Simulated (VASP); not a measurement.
Energy against volume of MnS (rock salt, AFM-II order). Calculation: optB86b-vdW, VASP's PBE PAW potentials (set 64) (plane waves; VASP). Numerical set-up: 520 eV cut-off, 7×7×7 Γ-centred mesh, Gaussian smearing of 0.050 eV, potentials Mn_pv S.

| V (Å³/atom) | E (eV/atom) |
|---|---|
| 15.432 | -4.78451 |
| 15.925 | -4.79723 |
| 16.417 | -4.80136 |
| 16.910 | -4.79795 |

Fit these four points and predict the energy of the run at 17.402 Å³/atom.

A cubic in V^(−2/3), the third-order Birch-Murnaghan form, passes through the four points with V0 = 16.43 Å³/atom and B0 = 81 GPa, and gives -4.7879 eV/atom there. The run gave -4.7880 eV/atom, -0.1 meV/atom from the fit; all five points give B0 = 81 GPa.

The compound is MnS in the rock salt, AFM-II order structure. It was relaxed first, which changed the volume by -8 %.
